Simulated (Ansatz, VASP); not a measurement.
## Two plane-wave programs on RbP3

```
CELL_PARAMETERS angstrom
4.36191 0.00000 0.00000
0.00000 4.36191 0.00000
0.00000 0.00000 4.36191
ATOMIC_POSITIONS crystal
Rb 0.00000 0.00000 0.00000
P 0.00000 0.50000 0.50000
P 0.50000 0.00000 0.50000
P 0.50000 0.50000 0.00000
```

Change from the starting cell: species swapped into the NdPt3 type (Pm-3m, No. 221).

Alike in both runs: functional PBE; k mesh 10 × 10 × 10; occupations gaussian, width 0.1 eV; no spin polarisation.

Ansatz relaxed the structure, and its values are those at the end. VASP's run is a single point on that final structure, the one shown.

|  | VASP | Ansatz |
| --- | --- | --- |
| version | VASP 6.6.1 | Ansatz 0.2.0 |
| potentials or method | VASP PAW PBE potentials, release 64 (Rb_sv, P) | scalar-relativistic, plane waves, PAW |
| plane-wave cutoff (eV) | 520 | 420 |
| valence electrons in the cell | 24 | 24 |

```tsv
	VASP	Ansatz	Ansatz less VASP
gap on the k mesh at the Fermi level (eV)	none	none	-
pressure (GPa)	0.1	0.0	-0.14
```

A gap of «none» marks a metal or a gap that the smearing closes. With one functional, cell and mesh, what is left measures potentials, basis and numerics.
